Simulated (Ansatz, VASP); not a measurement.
# YTl in two plane-wave programs

Wanted: the spread between two codes on one cell, functional and k mesh. The cell is taken from a series of runs on this material, whose earlier steps may have relaxed, scaled, displaced or heated it; both programs get it as it stands.

Main program and level: Ansatz 0.2.0; plane waves, with VASP 6.6.1 beside it; relaxation of cell and atoms at PBEsol and zone-centre phonons at PBEsol.

### 1. The structure

It takes space group Pm-3m (No. 221, cubic). The conventional cell has a = 3.736 Å, b = 3.736 Å, c = 3.736 Å, α = 90.00°, β = 90.00°, γ = 90.00°. Nearest to Y lie 8 Tl at 3.24 Å. Tl has 8 Y at 3.24 Å nearest. Farther neighbours are not listed.

Structure file:

```cif
data_structure
_symmetry_space_group_name_H-M 'Pm-3m'
_symmetry_Int_Tables_number 221
_cell_length_a 3.7360
_cell_length_b 3.7360
_cell_length_c 3.7360
_cell_angle_alpha 90.000
_cell_angle_beta 90.000
_cell_angle_gamma 90.000
_cell_volume 52.15
loop_
_atom_site_label
_atom_site_type_symbol
_atom_site_symmetry_multiplicity
_atom_site_Wyckoff_symbol
_atom_site_fract_x
_atom_site_fract_y
_atom_site_fract_z
_atom_site_occupancy
Y1 Y 1 b 0.50000 0.50000 0.50000 1
Tl1 Tl 1 a 0.00000 0.00000 0.00000 1
```

### 2. VASP: relaxation of cell and atoms, PBEsol

The relaxed volume is the usual yardstick between codes: in a stiff, nearly cubic crystal its relative difference is about their pressure difference at one cell divided by the bulk modulus.

Lines of VASP's logs that name or quote its potential files are left out, and so is its time.

INCAR reads:

```
SYSTEM = YTl
PREC = Accurate
ENCUT = 500
EDIFF = 1E-07
NELM = 120
ISMEAR = 1
SIGMA = 0.2
LREAL = .FALSE.
ALGO = Normal
GGA = PS
NBANDS = 18
LASPH = .TRUE.
LORBIT = 11
LWAVE = .FALSE.
LCHARG = .FALSE.
ISIF = 3
IBRION = 2
NSW = 80
EDIFFG = -0.005
GGA_COMPAT = .FALSE.
NELMIN = 4
KPAR = 2
```

POSCAR reads:

```
YTl
1.0
    3.7360270000      0.0000000000      0.0000000000
    0.0000000000      3.7360270000      0.0000000000
    0.0000000000      0.0000000000      3.7360270000
Y Tl
1 1
Direct
    0.5000001338      0.5000001338      0.5000001338
    0.0000000000      0.0000000000      0.0000000000
```

KPOINTS reads:

```
Automatic mesh
0
Gamma
12 12 12
0 0 0
```

PAW data sets: Y_sv and Tl_d (PBE family, release 64).

Run with:

```bash
$ mpirun -np 2 vasp_std
```

Numbers of over 12 decimals in the logs are rounded to 6 here.

Output:

```text
[banner, memory and clock lines left out]
running    2 mpi-ranks, on    1 nodes
 distrk:  each k-point on    1 cores,    2 groups
 distr:  one band on    1 cores,    1 groups

 POSCAR found type information on POSCAR Y Tl
 POSCAR found :  2 types and       2 ions
|                                                                             |
|               ----> ADVICE to this user running VASP <----                  |
|                                                                             |
|     You enforced a specific xc type in the INCAR file but a different       |
|     [... a line on the potential file left out ...]
|     I HOPE YOU KNOW WHAT YOU ARE DOING!                                     |
|                                                                             |

 LDA part: xc-table for (Slater+PW92), standard interpolation
 POSCAR, INCAR and KPOINTS ok, starting setup
 FFT: planning ... GRIDC
 FFT: planning ... GRID_SOFT
 FFT: planning ... GRID
 WAVECAR not read
 entering main loop
       N       E                     dE             d eps       ncg     rms          rms(c)
DAV:   1     0.103940638371E+03    0.10394E+03   -0.12515E+04  3120   0.124E+03
DAV:   2    -0.602528125182E+01   -0.10997E+03   -0.10838E+03  3464   0.279E+02
DAV:   3    -0.108047492881E+02   -0.47795E+01   -0.47471E+01  4980   0.400E+01
DAV:   4    -0.109064201234E+02   -0.10167E+00   -0.10072E+00  3658   0.486E+00
DAV:   5    -0.109085182023E+02   -0.20981E-02   -0.20974E-02  3904   0.565E-01    0.258E+01
DAV:   6    -0.104619061906E+02    0.44661E+00   -0.58828E-01  3228   0.474E+00    0.166E+01
DAV:   7    -0.103952457723E+02    0.66660E-01   -0.76975E-01  3934   0.516E+00    0.228E+00
DAV:   8    -0.103766775211E+02    0.18568E-01   -0.18611E-01  3226   0.249E+00    0.625E-01
DAV:   9    -0.103736211018E+02    0.30564E-02   -0.19102E-02  3260   0.702E-01    0.142E-01
DAV:  10    -0.103735666390E+02    0.54463E-04   -0.48848E-04  3524   0.151E-01    0.182E-01
DAV:  11    -0.103735172656E+02    0.49373E-04   -0.35601E-04  3506   0.104E-01    0.732E-02
DAV:  12    -0.103735192963E+02   -0.20307E-05   -0.16033E-05  4014   0.224E-02    0.419E-02
DAV:  13    -0.103735175294E+02    0.17669E-05   -0.33772E-06  3308   0.102E-02    0.104E-02
DAV:  14    -0.103735171128E+02    0.41656E-06   -0.85458E-07  4042   0.531E-03    0.291E-03
DAV:  15    -0.103735171584E+02   -0.45631E-07   -0.13489E-08  1812   0.810E-04
   1 F= -.10373517E+02 E0= -.10372664E+02  d E =-.103735E+02
 curvature:   0.00 expect dE= 0.000E+00 dE for cont linesearch  0.000E+00
 trial: gam= 0.00000 g(F)=  0.000E+00 g(S)=  0.846E-04 ort = 0.000E+00 (trialstep = 0.100E+01)
 search vector abs. value=  0.846E-04
 bond charge predicted
       N       E                     dE             d eps       ncg     rms          rms(c)
DAV:   1    -0.103749527350E+02   -0.14356E-02   -0.25489E-02  3300   0.123E+00    0.255E-01
DAV:   2    -0.103737474216E+02    0.12053E-02   -0.31229E-03  3286   0.416E-01    0.951E-02
DAV:   3    -0.103735094666E+02    0.23796E-03   -0.90480E-04  4530   0.200E-01    0.617E-02
DAV:   4    -0.103735218692E+02   -0.12403E-04   -0.35871E-05  4380   0.290E-02    0.432E-02
DAV:   5    -0.103735387604E+02   -0.16891E-04   -0.28918E-05  4848   0.174E-02    0.108E-02
DAV:   6    -0.103735410523E+02   -0.22919E-05   -0.12787E-06  3222   0.858E-03    0.225E-03
DAV:   7    -0.103735414113E+02   -0.35897E-06   -0.44867E-07  3520   0.346E-03    0.138E-03
DAV:   8    -0.103735414128E+02   -0.14670E-08   -0.27565E-08  1734   0.110E-03
   2 F= -.10373541E+02 E0= -.10372702E+02  d E =-.242543E-04
 trial-energy change:   -0.000024  1 .order   -0.000023   -0.000085    0.000038
 step:   0.7001(harm=  0.6921)  dis= 0.00000  next Energy=   -10.373547 (dE=-0.299E-04)
 bond charge predicted
       N       E                     dE             d eps       ncg     rms          rms(c)
DAV:   1    -0.103736742645E+02   -0.13285E-03   -0.22952E-03  3308   0.369E-01    0.764E-02
DAV:   2    -0.103735678316E+02    0.10643E-03   -0.28102E-04  3284   0.125E-01    0.286E-02
DAV:   3    -0.103735466603E+02    0.21171E-04   -0.81484E-05  4522   0.601E-02    0.186E-02
DAV:   4    -0.103735471140E+02   -0.45368E-06   -0.32564E-06  4382   0.875E-03    0.130E-02
DAV:   5    -0.103735473471E+02   -0.23317E-06   -0.26324E-06  4842   0.523E-03    0.325E-03
DAV:   6    -0.103735471584E+02    0.18875E-06   -0.11307E-07  2464   0.259E-03    0.673E-04
DAV:   7    -0.103735470693E+02    0.89105E-07   -0.33390E-08  1812   0.123E-03
   3 F= -.10373547E+02 E0= -.10372703E+02  d E =-.299108E-04
 curvature:  -0.35 expect dE=-0.336E-07 dE for cont linesearch -0.336E-07
 trial: gam= 0.00000 g(F)=  0.923E-46 g(S)=  0.971E-07 ort =-0.287E-05 (trialstep = 0.940E+00)
 search vector abs. value=  0.972E-07
 reached required accuracy - stopping structural energy minimisation
```

OUTCAR, selected parts (step 2):

```text
ion  position               nearest neighbor table
   1  0.500  0.500  0.500-   2 3.24   2 3.24   2 3.24   2 3.24   2 3.24   2 3.24   2 3.24   2 3.24

  LATTYP: Found a simple cubic cell.
 ALAT       =     3.7360270000

 Subroutine GETGRP returns: Found 48 space group operations
 (whereof 48 operations were pure point group operations)

The static configuration has the point symmetry O_h .

 Found     84 irreducible k-points:

   k-points           NKPTS =     84   k-points in BZ     NKDIM =     84   number of bands    NBANDS=     18

   dimension x,y,z NGX =    28 NGY =   28 NGZ =   28
   dimension x,y,z NGXF=    56 NGYF=   56 NGZF=   56

   ENCUT  =  500.0 eV  36.75 Ry    6.06 a.u.   6.81  6.81  6.81*2*pi/ulx,y,z

   NELECT =      24.0000    total number of electrons

 k-points in reciprocal lattice and weights: Automatic mesh
   0.00000000  0.00000000  0.00000000       0.001
   0.08333333  0.00000000  0.00000000       0.003
   0.16666667  0.00000000  0.00000000       0.003
   0.25000000  0.00000000  0.00000000       0.003
   0.33333333  0.00000000  0.00000000       0.003
   0.41666667  0.00000000  0.00000000       0.003
   0.50000000  0.00000000  0.00000000       0.002
   0.08333333  0.08333333  0.00000000       0.007
   0.16666667  0.08333333  0.00000000       0.014
[...]
0.50000000  0.50000000  0.41666667       0.003
   0.50000000  0.50000000  0.50000000       0.001

 average (electrostatic) potential at core
       1 -34.7268       2 -83.3706

 E-fermi :   6.0745

 k-point     1 :       0.0000    0.0000    0.0000
  band No.  band energies     occupation
    ...
      8      -5.3708      2.00000
      9      -5.3708      2.00000
     10      -3.0352      2.00000
     11       5.9464      1.87493
     12       5.9464      1.87493
     13       9.2161     -0.00000
     14       9.2161     -0.00000
     15       9.2161     -0.00000
     16       9.6646     -0.00000
     17       9.6646     -0.00000
    ...

 k-point     2 :       0.0833    0.0000    0.0000
  band No.  band energies     occupation
    ...
      8      -5.3746      2.00000
      9      -5.3693      2.00000
     10      -2.9450      2.00000
     11       5.8473      2.06817
     12       5.9540      1.84214
     13       8.6391     -0.00000
     14       8.6391     -0.00000
     15       8.7656     -0.00000
     16       9.6563     -0.00000
     17      10.3184      0.00000
    ...

 k-point     3 :       0.1667    0.0000    0.0000
  band No.  band energies     occupation
    ...
      8      -5.3851      2.00000
      9      -5.3653      2.00000
     10      -2.6790      2.00000
     11       5.3505      2.00000
     12       5.9754      1.73514
     13       7.9808     -0.00000
     14       7.9808     -0.00000
     15       8.3658     -0.00000
     16       9.6336     -0.00000
     17      11.2155      0.00000
    ...

  Total        0.0011583      0.0011583      0.0011583     -0.0000000      0.0000000     -0.0000000
  in kB        0.0356482      0.0356482      0.0356482     -0.0000000      0.0000000     -0.0000000
  external PRESSURE =       0.0356482 kB  Pullay stress =       0.0000000 kB

  energy-cutoff  :      500.00
  volume of cell :       52.06
      direct lattice vectors                 reciprocal lattice vectors
     3.733869986 -0.000000000 -0.000000000     0.267818645 -0.000000000 -0.000000000
     0.000000000  3.733869986 -0.000000000     0.000000000  0.267818645 -0.000000000
     0.000000000  0.000000000  3.733869986     0.000000000  0.000000000  0.267818645

 POSITION                                       TOTAL-FORCE (eV/Angst)
 -----------------------------------------------------------------------------------
      1.86694      1.86694      1.86694        -0.000000     -0.000000      0.000000
      0.00000      0.00000      0.00000         0.000000      0.000000      0.000000
 -----------------------------------------------------------------------------------
    total drift:                               -0.000307     -0.000307     -0.000307

  FREE ENERGIE OF THE ION-ELECTRON SYSTEM (eV)
  ---------------------------------------------------
  free  energy   TOTEN  =       -10.3735470693 eV

  energy  without entropy=      -10.3710157711  energy(sigma->0) =      -10.37270330

 reached required accuracy - stopping structural energy minimisation

 total charge
# of ion       s       p       d       f       tot
--------------------------------------------------
    1        2.196   6.281   0.986   0.018   9.481
    2        1.070   0.707   9.599   0.000  11.377
--------------------------------------------------
tot          3.266   6.988  10.585   0.018  20.858

[... 3 further parts left out ...]
```

### 3. Ansatz: relaxation of cell and atoms, PBEsol

Ansatz runs on its PAW soft_1 files.

The same cell, functional, mesh and smearing now go to Ansatz, which takes its cutoff from its data sets.

input.yaml reads:

```yaml
crystal:
  lattice:
    - [3.7360273614, 0.0, 0.0]
    - [0.0, 3.7360273614, 0.0]
    - [0.0, 0.0, 3.7360273614]
  atoms:
    - { symbol: "Y", position: [0.5, 0.5, 0.5] }
    - { symbol: Tl, position: [0.0, 0.0, 0.0] }
kpoints:
  mp_grid: { grid: [12, 12, 12] }
hamiltonian:
  xc: pbesol
  pseudopotentials: { kind: paw, azcp: { folder: soft_1 }, xc_functional: pbe }
scf:
  occupations: { method: methfessel_paxton, width: 0.2 }
output:
  forces: true
  stress: true
  eigenvalues: true
relax:
  adjacent_minimum: "off"
  f_tol: 0.001
  max_steps: 60
  cell: { stress_tol: 0.01 }
```

Run with:

```bash
$ ansatz run input.yaml --threads 4 --pin off --max-ram 10240MiB --backend cpu --events-out ev --progress --plain --runs-dir out
```

Output:

```text
Engine: ansatz 0.2.0, aarch64-unknown-linux-gnu
Pseudopotentials: kind: paw
Pseudopotential: Y, paw, valence charge 11, recommended cutoff 420 eV (normal), soft_1/Y.paw.azcp
Pseudopotential: Tl, paw, valence charge 13, recommended cutoff 420 eV (normal), soft_1/Tl.paw.azcp
Functional definition: PBEsol
  exchange = pbesol_x
  correlation = pbesol_c
Crystal: 2 atoms, lattice volume = 52.147 Å³
Basis set: ecut = 420 eV, 1021 PW (Γ), exchange–correlation on 50×50×50 points (8 copies of the dense FFT grid, shifted against one another)
Bands: 16, of which v1, the nominal top of the filled ones, is band 12 counted from 1 (11 counted from 0)
Symmetry: 48 space group operations
Space group: Pm-3m (ITA 221), of the structure as read, at distance tolerance 3.7e-5 Å
k-points: 84 of 1728
Non-local potential: Y, projectors of the file, l = 0: 3, l = 1: 2, l = 2: 2, l = 3: 1
Non-local potential: Tl, projectors of the file, l = 0: 2, l = 1: 2, l = 2: 2, l = 3: 1
PAW form: soft (Blöchl's): semilocal exchange-correlation on the pseudo side does not see the compensation charge
PAW frozen core: Y, regenerated for the run's functional, and the local potential with it (the file was generated under x = pbe(κ = 0.804, μ = 0.219515), c = pbe(β = 0.066725))
PAW frozen core: Tl, regenerated for the run's functional, and the local potential with it (the file was generated under x = pbe(κ = 0.804, μ = 0.219515), c = pbe(β = 0.066725))
PAW one-centre angular grid: Y, 590 points (default); XC on 64 Gauss nodes
PAW one-centre angular grid: Tl, 590 points (default); XC on 64 Gauss nodes
Initial density: superposition of atomic densities (chi_scale 0.1, normalization cell, long waves kept (reshape's long-wave potential 0.00 eV rms))
Initial wavefunctions: pseudopotential atomic-orbital guess
Functional: x = pbesol(κ = 0.804, μ = 0.123457), c = pbesol(β = 0.046)
SCF iter   1: F=—  HF=-15094.092633 eV  |F-HF|=—  |Δ(HF+E_count)|=         —  Δρ=3.70e-2  dr2=1.14e0  ethr=3.10e-3  ⟨swp⟩=5.0  Hψ=5814  notcnv=0
preconditioner: auto → Kerker (q_TF=auto, 2.397 Å⁻¹)  [metal: Δε(μ)=0.046 eV  Ē_g=13.762 eV  σ=0.200 eV  W_gap=0.19  n_scr=18 (ndim 8)  ℏωp=24.1 eV  f_vac=0.000  D(μ)=1.20/eV (n_scr^D=6)]
SCF iter   2: F=—  HF=-15093.759152 eV  |F-HF|=—  |Δ(HF+E_count)|=   3.33e-1  S|Δr|=    0.00e0  Δρ=1.68e-2  dr2=2.31e-1  ethr=3.10e-3  ⟨swp⟩=2.1  Hψ=2745  notcnv=0
SCF iter   3: F=—  HF=-15093.691550 eV  |F-HF|=—  |Δ(HF+E_count)|=   6.76e-2  S|Δr|=    0.00e0  Δρ=4.91e-3  dr2=1.19e-2  ethr=9.64e-4  ⟨swp⟩=2.1  Hψ=2110  notcnv=0
SCF iter   4: F=—  HF=-15093.688362 eV  |F-HF|=—  |Δ(HF+E_count)|=   3.19e-3  S|Δr|=    0.00e0  Δρ=6.96e-4  dr2=2.03e-4  ethr=4.95e-5  ⟨swp⟩=2.4  Hψ=2037  notcnv=0
SCF iter   5: F=—  HF=-15093.688377 eV  |F-HF|=—  |Δ(HF+E_count)|=   1.51e-5  S|Δr|=    0.00e0  Δρ=1.15e-4  dr2=9.78e-6  ethr=8.47e-7  ⟨swp⟩=2.8  Hψ=1957  notcnv=0
SCF iter   6: F=—  HF=-15093.688373 eV  |F-HF|=—  |Δ(HF+E_count)|=   4.11e-6  S|Δr|=    0.00e0  Δρ=2.74e-5  dr2=4.46e-7  ethr=4.08e-8  ⟨swp⟩=3.0  Hψ=2424  notcnv=0
SCF iter   7: F=-15093.688373 eV  HF=-15093.688373 eV  |F-HF|=1.76e-9  |Δ(HF+E_count)|=   3.15e-8  S|Δr|=    0.00e0  Δρ=4.69e-6  dr2=8.17e-9  ethr=4.17e-10  ⟨swp⟩=5.1  Hψ=5307  notcnv=0
SCF 1 converged in 7 iterations: F = -15093.688373 eV  dr2 = 8.17e-9
  greatest PAW one-centre occupation: 0.992 electrons in one spin orbital (limit 2), on the Y atom at site 0 (counted from 0), in its partial waves of l = 0
relax step   1: F+E_penalty+E_count = -15093.68837287 eV  Δ(F+E_penalty+E_count) = +0.000e0 eV  max|allowed force component| = 1.517e-29 eV/Å  Δτ_max = 0.0000 Å  P = -0.028 GPa  Ω = 52.147 Å³  (7 SCF iters, dr2 threshold 1.00e-7 eV, accepted)
[...]
relax step   2: F+E_penalty+E_count = -15093.68837683 eV  Δ(F+E_penalty+E_count) = -3.955e-6 eV  max|allowed force component| = 1.663e-29 eV/Å  Δτ_max = 0.0000 Å  P = +0.012 GPa  Ω = 52.113 Å³  energy of the carried Pulay correction = +2.280e-6 eV  (4 SCF iters, dr2 threshold 1.95e-9 eV, accepted)
[...]
relax step   3: F+E_penalty+E_count = -15093.68837652 eV  Δ(F+E_penalty+E_count) = +3.027e-7 eV  max|allowed force component| = 2.465e-31 eV/Å  Δτ_max = 0.0000 Å  P = -0.000 GPa  Ω = 52.124 Å³  energy of the carried Pulay correction = +1.588e-6 eV  (4 SCF iters, dr2 threshold 3.72e-10 eV, accepted)
[...]
relax step   4: F+E_penalty+E_count = -15093.68837544 eV  Δ(F+E_penalty+E_count) = +1.080e-6 eV  max|allowed force component| = 6.368e-31 eV/Å  Δτ_max = 0.0000 Å  P = -0.000 GPa  Ω = 52.124 Å³  stress off target by 3.17e-5 GPa  SCF on the basis re-selected at this cell (its energy is not comparable with the rows above)  (4 SCF iters)
basis re-selected at this cell: Δ(F+E_penalty+E_count) = +1.080e-6 eV, ΔP = +0.000 GPa vs the last step (what re-selecting the basis moved, of the pressure what is left beyond the Pulay correction that the steps carried, after the strain that the cell walked since its last selection, with what the two solves' SCF thresholds leave and, on support functions, any second-order correction that the steps lacked; it is no m [...]
SCF converged after 4 iterations
Stability not checked: this state was not tested for a lower state beside it, because cold or Methfessel-Paxton smearing, or corrected tetrahedra, fill the levels in a way that the test cannot read (fill_not_monotonic; see scf.lower_state_search)
Free energy (F): -15093.688375 eV
Harris-Foulkes:  -15093.688375 eV  (|F-HF|=5.46e-12)
Internal energy: -15093.685868 eV  (E = F + TS)
E sigma→0 (E₀):  -15093.687749 eV
Entropy (-TS):   -0.002507 eV (-1.254 meV/atom)
Fermi energy:    12.266980 eV
--- Per-component energies (eV) ---
  E_band       = -64.080539
  E_kinetic    = 585.402885
  E_local      = -1277.157755  (includes V_loc(G=0)·N_el)
  E_nonlocal   = 343.191989
  E_hartree    = 447.564829
  E_xc         = -362.475459
  E_vxc        = -329.797788  (∫ρ·V_xc dr)
  E_paw        = -12802.422295  (= ΣΔE_a)
  E_vpaw       = -280.849494  (= ΣTr[D̂ρ^β])
  E_aug_tail   = -0.000020  (compensation charges beyond the density's cutoff)
  E_ewald      = -2027.977148
  E_core_change = 0.187106  (= ΣΔE_core)
  E_smearing   = -0.002507  (= −TS)
  E_closure    = -0.000000  (closes the sum)
  Σ components = -15093.688375   (vs F -15093.688375, Δ=0.00e0)
--- Forces (eV/Å), atoms counted from 1 ---
  atom   1  Y      0.00000000     0.00000000     0.00000000
  atom   2  Tl     0.00000000    -0.00000000     0.00000000
  max |Σ_I F_I| component: 1.36e-30 eV/Å
--- Stress (GPa, compression-positive) ---
       -0.000032      -0.000000       0.000000
       -0.000000      -0.000032       0.000000
        0.000000       0.000000      -0.000032
  P = ⅓ Tr σ = -0.0000 GPa (-0.000 kbar)
--- Band table (eV; the first three rows and the last of 84) ---
  k-point 0: bands = [... 8 lower, 0.8195, 3.1749, 12.1381, 12.1381, 15.4030, 15.4030, 15.4030, 15.8523]
  k-point 1: bands = [... 8 lower, 0.8210, 3.2645, 12.0390, 12.1459, 14.8280, 14.8280, 14.9565, 15.8441]
  k-point 2: bands = [... 8 lower, 0.8251, 3.5291, 11.5428, 12.1675, 14.1712, 14.1712, 14.5593, 15.8218]
  k-point 83: bands = [... 8 lower, 1.0604, 7.9615, 9.7125, 9.7125, 9.7125, 16.5951, 16.5951, 16.5951]
--- Relaxed structure (3 steps of the walk, 3 accepted, 1 SCFs on fresh bases) ---
  F+E_penalty+E_count = -15093.68837544 eV   max|allowed force component| = 6.368e-31 eV/Å   (the final SCF, on the basis selected at the relaxed cell)
  cell:  # Å, volume = 52.1235 Å³
    - [3.735465, 0, 0]
    - [0, 3.735465, 0]
    - [0, 0, 3.735465]
  atoms:
    - { symbol: Y, position: [0.5, 0.5, 0.5] }
    - { symbol: Tl, position: [0, 0, 0] }
```

### 4. Comparison

Known differences besides the potentials themselves: the cutoff is 420 eV in Ansatz and 500 eV in VASP; Ansatz makes its cores anew for this functional, VASP keeps those of its PBE data sets; Ansatz adds a Pulay correction to the stress that steers its cell, VASP none. Total energies have different zeros and are not compared.

Both answers:

```csv
quantity,Ansatz,VASP,difference
volume (Å³),52.12,52.06,+0.13 %
"edge a after relaxation, in the typed setting (Å)",3.736,3.734,+0.04 %
```

[end of part 1 of 2]

[Lines on the potential files, build, host, timing and source positions are cut from VASP's logs without a mark.]

[Logs are printed without paths, hosts, clocks, repeated set-up lines and the standing remarks that a program may print on its own settings, such as how far it seeks lower states.]

[Hosts, paths, dates, database ids (printed as entryN), source tags and the programs' standing remarks are cut or masked in the printed files.]
